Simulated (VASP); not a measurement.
# LuAl3N4 (P-43m) in VASP: further runs

The runs below take LuAl3N4 through relaxation of cell and atoms, single point, with PBE, r2SCAN.

All numbers are computed with VASP 6.6.1; they aren't measurements. Logs are shortened: lines on timing, memory, paths and dates and some standing lists are left out, and cuts for length are marked.

### Step 1. The crystal as given

Symmetry: P-43m, No. 215, cubic system. Conventional cell: a = 4.597 Å, b = 4.597 Å, c = 4.597 Å, α = 90.00°, β = 90.00°, γ = 90.00°. Lu (site symmetry -43m) has 4 N at 2.14 Å as nearest neighbours. Al (site symmetry -42m) has 4 N at 1.94 Å as nearest neighbours. Around N (site symmetry 3m) lie 3 Al at 1.94 Å and 1 Lu at 2.14 Å.

The cell was built by a generator and needn't be a form met in nature.

### Step 2. Relaxation of cell and atoms, PBE

INCAR reads:

```
SYSTEM = LuAl3N4
PREC = Accurate
ENCUT = 520
EDIFF = 1E-6
ISMEAR = 0
SIGMA = 0.03
LREAL = .FALSE.
LASPH = .TRUE.
NELM = 120
ALGO = Normal
ISIF = 3
LWAVE = .FALSE.
LCHARG = .FALSE.
GGA = PE
IBRION = 2
NSW = 90
EDIFFG = -0.01
KPAR = 2
```

KPOINTS reads:

```
Automatic mesh
0
G
  6 6 6
  0 0 0
```

POSCAR reads:

```
LuAl3N4
1.0
    4.5970000000      0.0000000000      0.0000000000
    0.0000000000      4.5970000000      0.0000000000
    0.0000000000      0.0000000000      4.5970000000
Lu Al N
1 3 4
Direct
    0.0000000000      0.0000000000      0.0000000000
    0.5000000000      0.5000000000      0.0000000000
    0.5000000000      0.0000000000      0.5000000000
    0.0000000000      0.5000000000      0.5000000000
    0.7306939300      0.2693060700      0.7306939300
    0.7306939300      0.7306939300      0.2693060700
    0.2693060700      0.2693060700      0.2693060700
    0.2693060700      0.7306939300      0.7306939300
```

Potentials or basis: VASP PAW PBE potentials, release 64 (Lu, Al, N).

Started as:

```console
$ cat potpaw_PBE.64/Lu/POTCAR potpaw_PBE.64/Al/POTCAR potpaw_PBE.64/N/POTCAR > POTCAR
$ mpirun -np 2 vasp_std > vasp.out
```

OUTCAR:

```text
SYSTEM = LuAl3N4
   PREC = Accurate
   ENCUT = 520
   EDIFF = 1E-6
   ISMEAR = 0
   LREAL = .FALSE.
   LASPH = .TRUE.
   NELM = 120
   ISIF = 3
   GGA = PE
   IBRION = 2
   NSW = 90
   EDIFFG = -0.01

 ion  position               nearest neighbor table
   1  0.000  0.000  0.000-   5 2.14   6 2.14   7 2.14   8 2.14   3 3.25   4 3.25   2 3.25   3 3.25
                             4 3.25   2 3.25   4 3.25   4 3.25   2 3.25   3 3.25   3 3.25   2 3.25
   2  0.500  0.500  0.000-   5 1.94   6 1.94   7 1.94   8 1.94   3 3.25   4 3.25   1 3.25   3 3.25
                             4 3.25   1 3.25   3 3.25   3 3.25   1 3.25   4 3.25   4 3.25   1 3.25
   3  0.500  0.000  0.500-   5 1.94   6 1.94   7 1.94   8 1.94   2 3.25   4 3.25   1 3.25   1 3.25
                             2 3.25   2 3.25   4 3.25   2 3.25   1 3.25   4 3.25   1 3.25   4 3.25
   4  0.000  0.500  0.500-   5 1.94   6 1.94   7 1.94   8 1.94   2 3.25   3 3.25   1 3.25   1 3.25
                             2 3.25   1 3.25   3 3.25   1 3.25   2 3.25   3 3.25   2 3.25   3 3.25
   5  0.731  0.269  0.731-   2 1.94   3 1.94   4 1.94   1 2.14
   6  0.731  0.731  0.269-   2 1.94   3 1.94   4 1.94   1 2.14
   7  0.269  0.269  0.269-   2 1.94   3 1.94   4 1.94   1 2.14
   8  0.269  0.731  0.731-   2 1.94   3 1.94   4 1.94   1 2.14

  LATTYP: Found a simple cubic cell.
 ALAT       =     4.5970000000

  Lattice vectors:

 A1 = (   4.5970000000,   0.0000000000,   0.0000000000)
 A2 = (   0.0000000000,   4.5970000000,   0.0000000000)
 A3 = (   0.0000000000,   0.0000000000,   4.5970000000)

Analysis of symmetry for initial positions (statically):
=====================================================================
 Subroutine PRICEL returns:
 Original cell was already a primitive cell.

 Routine SETGRP: Setting up the symmetry group for a
 simple cubic supercell.

 Subroutine GETGRP returns: Found 24 space group operations
 (whereof 24 operations were pure point group operations)
 out of a pool of 48 trial point group operations.

The static configuration has the point symmetry T_d .

Analysis of symmetry for dynamics (positions and initial velocities):
=====================================================================
 Subroutine PRICEL returns:
 Original cell was already a primitive cell.

 Routine SETGRP: Setting up the symmetry group for a
 simple cubic supercell.

 Subroutine GETGRP returns: Found 24 space group operations
 (whereof 24 operations were pure point group operations)
 out of a pool of 48 trial point group operations.

The dynamic configuration has the point symmetry T_d .

 Subroutine INISYM returns: Found 24 space group operations
 (whereof 24 operations are pure point group operations),
 and found     1 'primitive' translations

----------------------------------------------------------------------------------------

                                     Primitive cell

  volume of cell :      97.1457

  direct lattice vectors                    reciprocal lattice vectors
     4.597000000  0.000000000  0.000000000     0.217533174  0.000000000  0.000000000
     0.000000000  4.597000000  0.000000000     0.000000000  0.217533174  0.000000000
     0.000000000  0.000000000  4.597000000     0.000000000  0.000000000  0.217533174

  length of vectors
     4.597000000  4.597000000  4.597000000     0.217533174  0.217533174  0.217533174

  position of ions in fractional coordinates (direct lattice)
     0.000000000  0.000000000  0.000000000
     0.500000000  0.500000000  0.000000000
     0.500000000  0.000000000  0.500000000
[... 99 lines left out ...]
   EFERMI_NEDOS =   21; number of points for ismear=-14 and -15
   IALGO  =     38    algorithm
   IMIX   =      4    mixing-type and parameters
     AMIX     =   0.40;   BMIX     =  1.00
     AMIX_MAG =   1.60;   BMIX_MAG =  1.00
  volume/ion in A,a.u.               =      12.14        81.95
  Fermi-wavevector in a.u.,A,eV,Ry     =   1.346062  2.543687 24.652147  1.811882
  Thomas-Fermi vector in A             =   2.473924
   LORBIT       =      0    0 simple, 1 ext, 2 COOP (PROOUT), +10 PAW based schemes
   GGA     = PE    functional components
   LHFCALC =     F    Hartree Fock is set to
   AEXX    =    0.0000 exact exchange contribution
   IVDW    =     0    specifies the selected vdW correction
   LEPSILON=     F    determine dielectric tensor
   LRPA    =     F    only Hartree local field effects (RPA)
 conjugate gradient relaxation of ions
 non-spin polarized calculation
 Gauss-broadening in eV      SIGMA  =   0.03
  energy-cutoff  :      520.00
  volume of cell :       97.15
 maximum number of plane-waves:      2632
 NGX is ok and might be reduce to    36
   NGX = 17   NGY = 17   NGZ = 17

--------------------------------------- Ionic step        1  -------------------------------------------

 number of electron      54.0000001 magnetization

 Free energy of the ion-electron system (eV)
  ---------------------------------------------------
  ext. energy  EPLUGINS =         0.00000000
  ---------------------------------------------------
  free energy    TOTEN  =       -59.22032450 eV

  energy without entropy =      -59.22032450  energy(sigma->0) =      -59.22032450

------------------------ aborting loop because EDIFF is reached ----------------------------------------

  FORCE on cell =-STRESS in cart. coord.  units (eV):
  Direction    XX          YY          ZZ          XY          YZ          ZX
  --------------------------------------------------------------------------------------
  -------------------------------------------------------------------------------------
  Total       -0.0300408     -0.0300408     -0.0300408      0.0000000     -0.0000000      0.0000000
  in kB       -0.4954479     -0.4954479     -0.4954479      0.0000000     -0.0000000      0.0000000
  external PRESSURE =      -0.4954479 kB  Pullay stress =       0.0000000 kB

 VOLUME and BASIS-vectors are now :
 -----------------------------------------------------------------------------
  energy-cutoff  :      520.00
  volume of cell :       97.15
      direct lattice vectors                 reciprocal lattice vectors
     4.597000000  0.000000000  0.000000000     0.217533174  0.000000000  0.000000000
     0.000000000  4.597000000  0.000000000     0.000000000  0.217533174  0.000000000
     0.000000000  0.000000000  4.597000000     0.000000000  0.000000000  0.217533174

 POSITION                                       TOTAL-FORCE (eV/Angst)
 -----------------------------------------------------------------------------------
      0.00000      0.00000      0.00000         0.000000      0.000000      0.000000
      2.29850      2.29850      0.00000        -0.000000     -0.000000      0.000000
      2.29850      0.00000      2.29850        -0.000000      0.000000      0.000000
      0.00000      2.29850      2.29850         0.000000      0.000000      0.000000
      3.35900      1.23800      3.35900         0.011913     -0.011913      0.011913
      3.35900      3.35900      1.23800         0.011913      0.011913     -0.011913
      1.23800      1.23800      1.23800        -0.011913     -0.011913     -0.011913
      1.23800      3.35900      3.35900        -0.011913      0.011913      0.011913
 -----------------------------------------------------------------------------------
    total drift:                                0.000000      0.000000      0.000000

  FREE ENERGIE OF THE ION-ELECTRON SYSTEM (eV)
  ---------------------------------------------------
  free  energy   TOTEN  =       -59.2203245048 eV

  energy  without entropy=      -59.2203245048  energy(sigma->0) =      -59.22032450

--------------------------------------- Ionic step        2  -------------------------------------------

 number of electron      54.0000001 magnetization

 Free energy of the ion-electron system (eV)
  ---------------------------------------------------
  ext. energy  EPLUGINS =         0.00000000
  ---------------------------------------------------
  free energy    TOTEN  =       -59.22037508 eV

  energy without entropy =      -59.22037508  energy(sigma->0) =      -59.22037508

 E-fermi :   4.7134     XC(G=0): -10.9275

 val. band max:        4.5198151009   @ k =   0.5000   0.0000   0.0000
 cond. band min:       7.2462285886   @ k =   0.0000   0.0000   0.0000
 fundamental gap:      2.7264134877
 Fermi energy:         4.7134433068

 k-point     1 :       0.0000    0.0000    0.0000
  band No.  band energies     occupation
      1     -48.7651      2.00000
      2     -19.7087      2.00000
      3     -19.7087      2.00000
      4     -19.7087      2.00000
      5      -9.8905      2.00000
      6      -7.5897      2.00000
[... 689 lines left out ...]
     31      10.6297      0.00000
     32      10.6297      0.00000

------------------------ aborting loop because EDIFF is reached ----------------------------------------

  FORCE on cell =-STRESS in cart. coord.  units (eV):
  Direction    XX          YY          ZZ          XY          YZ          ZX
  --------------------------------------------------------------------------------------
  -------------------------------------------------------------------------------------
  Total       -0.0151392     -0.0151392     -0.0151392     -0.0000000     -0.0000000     -0.0000000
  in kB       -0.2498200     -0.2498200     -0.2498200     -0.0000000     -0.0000000     -0.0000000
  external PRESSURE =      -0.2498200 kB  Pullay stress =       0.0000000 kB

 VOLUME and BASIS-vectors are now :
 -----------------------------------------------------------------------------
  energy-cutoff  :      520.00
  volume of cell :       97.09
      direct lattice vectors                 reciprocal lattice vectors
     4.596167227 -0.000000000  0.000000000     0.217572588 -0.000000000  0.000000000
     0.000000000  4.596167227  0.000000000     0.000000000  0.217572588  0.000000000
    -0.000000000 -0.000000000  4.596167227    -0.000000000 -0.000000000  0.217572588

 POSITION                                       TOTAL-FORCE (eV/Angst)
 -----------------------------------------------------------------------------------
      0.00000      0.00000      0.00000         0.000000     -0.000000     -0.000000
      2.29808      2.29808      0.00000         0.000000     -0.000000     -0.000000
      2.29808     -0.00000      2.29808         0.000000     -0.000000      0.000000
     -0.00000      2.29808      2.29808        -0.000000     -0.000000      0.000000
      3.35897      1.23720      3.35897        -0.003423      0.003423     -0.003423
      3.35897      3.35897      1.23720        -0.003423     -0.003423      0.003423
      1.23720      1.23720      1.23720         0.003423      0.003423      0.003423
      1.23720      3.35897      3.35897         0.003423     -0.003423     -0.003423
 -----------------------------------------------------------------------------------
    total drift:                                0.000000      0.000000      0.000000

  FREE ENERGIE OF THE ION-ELECTRON SYSTEM (eV)
  ---------------------------------------------------
  free  energy   TOTEN  =       -59.2203750841 eV

  energy  without entropy=      -59.2203750841  energy(sigma->0) =      -59.22037508

 reached required accuracy - stopping structural energy minimisation
```

Run time: 62 s. Hardware: 2 MPI ranks of Intel Xeon Platinum 8488C (Sapphire Rapids), shared host; peak memory 0.23 GiB.

Results:

- Free energy: -59.2204 eV
- Relaxed volume: 12.14 Å³/atom
- Relaxed cell: a = 4.596 Å, b = 4.596 Å, c = 4.596 Å, α = 90.00°, β = 90.00°, γ = 90.00°
- Space group after relaxing (to 0.05 Å): P-43m (No. 215)
- Energy gained by relaxing: 0.0 meV/atom
- Ionic steps: 2
- Pressure after relaxing: 0.0 GPa
- Largest force after relaxing: 0.006 eV/Å
- Band gap on the k mesh: 2.73 eV, indirect (least direct gap 3.32 eV)

Forces in eV/Å, atoms in the order of the input:
```
Lu   0.000  0.000  0.000
Al   0.000  0.000  0.000
Al   0.000  0.000  0.000
Al   0.000  0.000  0.000
N   -0.003  0.003 -0.003
N   -0.003 -0.003  0.003
N    0.003  0.003  0.003
N    0.003 -0.003 -0.003
```

Final structure:
```cif
data_structure
_symmetry_space_group_name_H-M 'P 1'
_symmetry_Int_Tables_number 1
_cell_length_a 4.5962
_cell_length_b 4.5962
_cell_length_c 4.5962
_cell_angle_alpha 90.000
_cell_angle_beta 90.000
_cell_angle_gamma 90.000
_cell_volume 97.09
loop_
_atom_site_label
_atom_site_type_symbol
_atom_site_fract_x
_atom_site_fract_y
_atom_site_fract_z
_atom_site_occupancy
Lu1 Lu 0.00000 0.00000 0.00000 1
Al1 Al 0.50000 0.50000 0.00000 1
Al2 Al 0.50000 0.00000 0.50000 1
Al3 Al 0.00000 0.50000 0.50000 1
N1 N 0.73082 0.26918 0.73082 1
N2 N 0.73082 0.73082 0.26918 1
N3 N 0.26918 0.26918 0.26918 1
N4 N 0.26918 0.73082 0.73082 1
```

Caveat: spin-orbit coupling is left out, which moves the levels of the heavy elements. A k mesh can miss the band edges.

(Part 1 of 2 ends here.)
